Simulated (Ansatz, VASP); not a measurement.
GaGe3 in VASP and in Ansatz

INCAR

```
SYSTEM = GaGe3
ALGO = Normal
EDIFF = 1E-6
ENCUT = 520
GGA = PE
ISIF = 2
ISMEAR = -1
LASPH = .True.
LCHARG = .True.
LELF = .True.
LREAL = .False.
LVHAR = .True.
LWAVE = .False.
NBANDS = 36
NELM = 80
PREC = Accurate
SIGMA = 0.05
```

The input KPOINTS:

```
k-points
0
Gamma
  7 7 7
  0 0 0
```

File POSCAR:

```
GaGe3
1.0
    0.0000000000      3.3871670000      3.3871670000
    3.3871670000      0.0000000000      3.3871670000
    3.3871670000      3.3871670000      0.0000000000
Ge Ga
3 1
Direct
    0.5000000000      0.5000000000      0.5000000000
    0.7500000000      0.7500000000      0.7500000000
    0.2500000000      0.2500000000      0.2500000000
    0.0000000000      0.0000000000      0.0000000000
```

The input input.yaml:

```yaml
crystal:
  lattice:
    - [0.0, 3.387167, 3.387167]
    - [3.387167, 0.0, 3.387167]
    - [3.387167, 3.387167, 0.0]
  atoms:
    - { symbol: Ge, position: [0.5, 0.5, 0.5] }
    - { symbol: Ge, position: [0.75, 0.75, 0.75] }
    - { symbol: Ge, position: [0.25, 0.25, 0.25] }
    - { symbol: Ga, position: [0.0, 0.0, 0.0] }
hamiltonian:
  xc: pbe
  pseudopotentials: { kind: paw }
kpoints:
  mp_grid: { grid: [7, 7, 7] }
  band_path:
    path:
      - [[0.0, 0.0, 0.0], [0.5, 0.0, 0.5], [0.5, 0.25, 0.75], [0.375, 0.375, 0.75], [0.0, 0.0, 0.0], [0.5, 0.5, 0.5], [0.625, 0.25, 0.625], [0.5, 0.25, 0.75], [0.5, 0.5, 0.5], [0.375, 0.375, 0.75]]
      - [[0.625, 0.25, 0.625], [0.5, 0.0, 0.5]]
    npoints: 14
scf:
  occupations: { method: fermi_dirac, width: 0.05 }
  n_extra_bands: 10
output:
  forces: true
  stress: true
  eigenvalues: true
  fatbands: false
```

The cell comes from a database or a generator and needn't be the stable form of this composition.

Alike in both runs: functional PBE; k mesh 7 × 7 × 7; occupations fermi-dirac, width 0.05 eV; no spin polarisation.

```csv
,VASP,Ansatz
version,VASP 6.6.1,Ansatz 0.2.0
potentials or method,"VASP PAW PBE potentials, release 64 (Ge_d, Ga_d)",Ansatz PAW
plane-wave cutoff (eV),520,420
valence electrons in the cell,55,55
task,single point,band structure
```

|  | VASP | Ansatz | Ansatz less VASP |
| --- | --- | --- | --- |
| gap on the k mesh at the Fermi level (eV) | none | none | - |
| pressure (GPa) | -0.5 | -0.5 | -0.05 |

A gap of «none» marks a metal or a gap that the smearing closes.
